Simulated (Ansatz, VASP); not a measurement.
# HfC in two plane-wave programs, part 2 of 2

Aim: how closely do two programs agree when they are given the same cell, functional and k mesh? The structure shown is the end of the Ansatz relaxation below.

VASP 6.6.1 and Ansatz 0.2.0.

So far: The starting structure; Ansatz: relaxation, PBEsol; VASP: single point, PBEsol, pair 1; Comparison.

## (6) VASP: single point, PBEsol, pair 2

Level of this step: PBEsol; plane waves and PAW (C, Hf_pv) (VASP).

The same cell, functional, mesh and smearing now go to VASP, with its own data sets.

INCAR reads:

```
SYSTEM = HfC
PREC = Accurate
ENCUT = 600
EDIFF = 1E-06
NELM = 120
ISMEAR = 1
SIGMA = 0.2
LREAL = .FALSE.
ALGO = Normal
GGA = PS
NBANDS = 13
LASPH = .TRUE.
LORBIT = 11
LWAVE = .FALSE.
LCHARG = .FALSE.
ISIF = 2
GGA_COMPAT = .FALSE.
KPAR = 2
```

POSCAR reads:

```
HfC
1.0
    0.0958971604      2.3073340281      2.3073340281
    2.3073340281      0.0958971604      2.3073340281
    2.3073340281      2.3073340281      0.0958971604
C Hf
1 1
Direct
    0.0000000000      0.0000000000      0.0000000000
    0.5000000000      0.5000000000      0.5000000000
```

KPOINTS reads:

```
Automatic mesh
0
Gamma
16 16 16
0 0 0
```

Potentials, in the order of the species: C and Hf_pv (PBE family, release 64).

The run is started by

```console
> mpirun -np 2 vasp_std
```

Numbers of over 12 decimals in the logs are rounded to 6 here.

What it wrote:

```text
[banner, memory and clock lines left out]
running    2 mpi-ranks, on    1 nodes
[...]
[... a notice as in an earlier step ...]

 LDA part: xc-table for (Slater+PW92), standard interpolation
 POSCAR, INCAR and KPOINTS ok, starting setup
[...]
entering main loop
       N       E                     dE             d eps       ncg     rms          rms(c)
DAV:   1     0.254721422796E+02    0.25472E+02   -0.86988E+03 10866   0.120E+03
DAV:   2    -0.231712286415E+02   -0.48643E+02   -0.45728E+02 13502   0.224E+02
DAV:   3    -0.248649843933E+02   -0.16938E+01   -0.16836E+01 13619   0.299E+01
DAV:   4    -0.248733567542E+02   -0.83724E-02   -0.83715E-02 12108   0.249E+00
[...]
DAV:  10    -0.220547717013E+02    0.35811E-03   -0.13944E-03 13005   0.278E-01    0.109E-01
DAV:  11    -0.220547686487E+02    0.30526E-05   -0.64468E-05 12997   0.762E-02    0.157E-02
DAV:  12    -0.220547680932E+02    0.55545E-06   -0.22675E-06 12235   0.128E-02
   1 F= -.22054768E+02 E0= -.22054911E+02  d E =0.428849E-03
```

Parts of OUTCAR (step 6):

```text
  Total        2.3676867      2.3676867      2.3676867     -1.1896533     -1.1896533     -1.1896533
  in kB      164.6693250    164.6693250    164.6693250    -82.7387368    -82.7387368    -82.7387368
  external PRESSURE =     164.6693250 kB  Pullay stress =       0.0000000 kB

 POSITION                                       TOTAL-FORCE (eV/Angst)
 -----------------------------------------------------------------------------------
      0.00000      0.00000      0.00000         0.000000      0.000000     -0.000000
      2.35528      2.35528      2.35528        -0.000000     -0.000000      0.000000
 -----------------------------------------------------------------------------------
    total drift:                                0.000000      0.000000      0.000000

  FREE ENERGIE OF THE ION-ELECTRON SYSTEM (eV)
  ---------------------------------------------------
  free  energy   TOTEN  =       -22.0547680932 eV

  energy  without entropy=      -22.0551969418  energy(sigma->0) =      -22.05491104

[... 3 further parts left out ...]
[key lines of the parts left out:]
E-fermi :   6.5399
```

The run ends at a pressure of 16.47 GPa.

## (7) Comparison

What differs besides the data sets and the points named for the pairs above, as far as they apply: the data sets hold 30 valence electrons in Ansatz (on its PAW soft_1 files) and 14 in VASP. Total energies have different zeros and are not compared.

The two programs side by side:

```csv
quantity,Ansatz,VASP,difference
pressure (GPa),16.54,16.47,+0.08
```

## (8) Ansatz: relaxation, PBEsol

This run makes the geometry at which the two programs are then compared. The cell compared in this pair holds 23.39 Å³, against 23.04 Å³ for the pair before.

The structure compared here is the end of the Ansatz relaxation.

input.yaml reads:

```yaml
crystal:
  lattice:
    - [0.0633110491, 2.2977837175, 2.2977837175]
    - [2.2977837175, 0.0633110491, 2.2977837175]
    - [2.2977837175, 2.2977837175, 0.0633110491]
  atoms:
    - { symbol: C, position: [0.0, 0.0, 0.0] }
    - { symbol: Hf, position: [0.5, 0.5, 0.5] }
  conventional_axes: [[-1, 1, 0], [0, -1, 1], [1, 1, 1]]
kpoints:
  mp_grid: { grid: [16, 16, 16] }
hamiltonian:
  xc: pbesol
  pseudopotentials: { kind: paw, azcp: { folder: soft_1 }, xc_functional: pbe }
scf:
  occupations: { method: methfessel_paxton, width: 0.2 }
output:
  forces: true
  stress: true
  eigenvalues: true
relax:
  adjacent_minimum: "off"
  f_tol: 0.001
  max_steps: 60
  cell: { stress_tol: 0.01, fix: [a, b, gamma] }
```

The run is started by

```console
> ansatz run input.yaml --threads 4 --pin off --max-ram 10240MiB --backend cpu --events-out ev --progress --plain --runs-dir out
```

What it wrote:

```text
[...]
Crystal: 2 atoms, lattice volume = 23.261 Å³
Basis set: ecut = 420 eV, 453 PW (Γ), exchange–correlation on 48×48×48 points (8 copies of the dense FFT grid, shifted against one another)
Bands: 19, of which v1, the nominal top of the filled ones, is band 15 counted from 1 (14 counted from 0)
Symmetry: 12 space group operations
[...]
k-points: 417 of 4096
[...]
k-point 416: bands = [... 11 lower, 11.5025, 13.3265, 16.9483, 16.9483, 25.3388, 25.3388, 25.8686, 27.1047]
--- Relaxed structure (5 steps of the walk, 4 accepted, 2 SCFs on fresh bases) ---
[...]
cell:  # Å, volume = 23.3895 Å³
    - [0.071880, 2.306352, 2.306352]
    - [2.306352, 0.071880, 2.306352]
    - [2.306352, 2.306352, 0.071880]
  atoms:
    - { symbol: C, position: [0, 0, 0] }
    - { symbol: Hf, position: [0.500000, 0.500000, 0.500000] }
[key lines of the parts left out:]
SCF converged after 5 iterations
Free energy (F): -15847.403683 eV
Fermi energy:    19.963544 eV
P = ⅓ Tr σ = 11.9565 GPa (119.565 kbar)
```

## (9) VASP: single point, PBEsol, pair 3

The same cell, functional, mesh and smearing now go to VASP, with its own data sets.

INCAR is that of step 6.

POSCAR reads:

```
HfC
1.0
    0.0718797410      2.3063524094      2.3063524094
    2.3063524094      0.0718797410      2.3063524094
    2.3063524094      2.3063524094      0.0718797410
C Hf
1 1
Direct
    0.0000000000      0.0000000000      0.0000000000
    0.5000000000      0.5000000000      0.5000000000
```

KPOINTS is that of step 6.

The run is started by

```console
> mpirun -np 2 vasp_std
```

What it wrote:

```text
[... set-up lines as in an earlier step ...]
 entering main loop
       N       E                     dE             d eps       ncg     rms          rms(c)
DAV:   1     0.246769434750E+02    0.24677E+02   -0.86699E+03 10866   0.120E+03
DAV:   2    -0.232903497058E+02   -0.47967E+02   -0.44972E+02 13542   0.222E+02
DAV:   3    -0.249459850770E+02   -0.16556E+01   -0.16460E+01 13639   0.296E+01
DAV:   4    -0.249542066060E+02   -0.82215E-02   -0.82205E-02 12031   0.249E+00
[...]
DAV:  10    -0.221189159595E+02    0.36993E-03   -0.14659E-03 12992   0.284E-01    0.100E-01
DAV:  11    -0.221189124766E+02    0.34828E-05   -0.68152E-05 12837   0.780E-02    0.152E-02
DAV:  12    -0.221189119055E+02    0.57115E-06   -0.26287E-06 13045   0.135E-02
   1 F= -.22118912E+02 E0= -.22119003E+02  d E =0.274116E-03
```

Parts of OUTCAR (step 9):

```text
  Total        1.7202635      1.7202635      1.7202635     -0.8735040     -0.8735040     -0.8735040
  in kB      117.8377318    117.8377318    117.8377318    -59.8348645    -59.8348645    -59.8348645
  external PRESSURE =     117.8377318 kB  Pullay stress =       0.0000000 kB

 POSITION                                       TOTAL-FORCE (eV/Angst)
 -----------------------------------------------------------------------------------
      0.00000      0.00000      0.00000         0.000000      0.000000     -0.000000
      2.34229      2.34229      2.34229        -0.000000     -0.000000      0.000000
 -----------------------------------------------------------------------------------
    total drift:                                0.000000      0.000000      0.000000

  FREE ENERGIE OF THE ION-ELECTRON SYSTEM (eV)
  ---------------------------------------------------
  free  energy   TOTEN  =       -22.1189119055 eV

  energy  without entropy=      -22.1191860212  energy(sigma->0) =      -22.11900328

[... 1 part as in an earlier step ...]

[... 2 further parts left out ...]
[key lines of the parts left out:]
E-fermi :   6.3877
```

The run ends at a pressure of 11.78 GPa.

## (10) Differences

What differs besides the data sets and the points named for the pairs above, as far as they apply: the data sets hold 30 valence electrons in Ansatz (on its PAW soft_1 files) and 14 in VASP. Total energies have different zeros and are not compared.

Both answers:

```csv
quantity,Ansatz,VASP,difference
pressure (GPa),11.96,11.78,+0.17
```

## (11) Outcome

```yaml
difference_in_pressure_single_point_pbesol_pair_1: 0.33 GPa
difference_in_pressure_single_point_pbesol_pair_2: 0.075 GPa
difference_in_pressure_single_point_pbesol_pair_3: 0.17 GPa
```

What this shows: The difference in pressure is 0.33 GPa (single point, PBEsol, pair 1), within the 1 GPa picked in this series as the mark of a large difference. The data sets hold unlike numbers of valence electrons (30 in Ansatz and 14 in VASP), so part of the differences comes from the potentials. 5 further runs of this series are not shown here. How closely two codes agree says nothing of how well the functional describes the real material.

[Lines on the potential files, build, host, timing and source positions are cut from VASP's logs without a mark.]

[Logs are printed without paths, hosts, clocks, repeated set-up lines and the standing remarks that a program may print on its own settings, such as how far it seeks lower states.]

[Hosts, paths, dates, database ids (printed as entryN), source tags and the programs' standing remarks are cut or masked in the printed files.]
